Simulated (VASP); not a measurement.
Runs of VASP 6.6.1 on HfN. It takes space group Fm-3m (No. 225, cubic). Conventional cell: a = 4.525 Å, b = 4.525 Å, c = 4.525 Å, α = 90.00°, β = 90.00°, γ = 90.00°. Hf (site symmetry m-3m) is surrounded by 6 N at 2.26 Å. N (site symmetry m-3m) has 6 Hf at 2.26 Å as nearest neighbours. The cell was built by a generator and isn't the measured one.

```csv
level,potentials or basis,k mesh,gap on the mesh (eV),pressure (GPa)
PBEsol,"VASP PAW PBE potentials, release 64 (Hf_pv, N)",20 × 20 × 20,none,-6.4
PBE,"VASP PAW PBE potentials, release 64 (Hf_pv, N)",12 × 12 × 12,none,(a)
PBE,"VASP PAW PBE potentials, release 64 (Hf_pv, N)",28 × 28 × 28,none,1.7
PBE,"VASP PAW PBE potentials, release 64 (Hf_pv, N)",20 × 20 × 20,none,1.7
LDA,"VASP PAW LDA potentials, release 64 (Hf_pv, N)",20 × 20 × 20,none,-11.8
```

Alike in all rows: task optical spectrum; no spin polarisation; cell as given; cutoff (eV) 520; smearing fermi-dirac 0.05 eV.

Q: Estimate the missing entries.

A: (a) 1.6.

Caveats: independent-particle spectra lack excitons; the intraband (Drude) part of a metal's response may be missing; the PAW data sets were made with another functional, which shifts forces and pressure a little (some runs); spectra need much finer meshes, so this one isn't converged (some runs).

A k mesh can miss the band edges, and the runs leave out spin-orbit coupling on Hf.

A gap of «none» marks a metal or a gap under the smearing width.
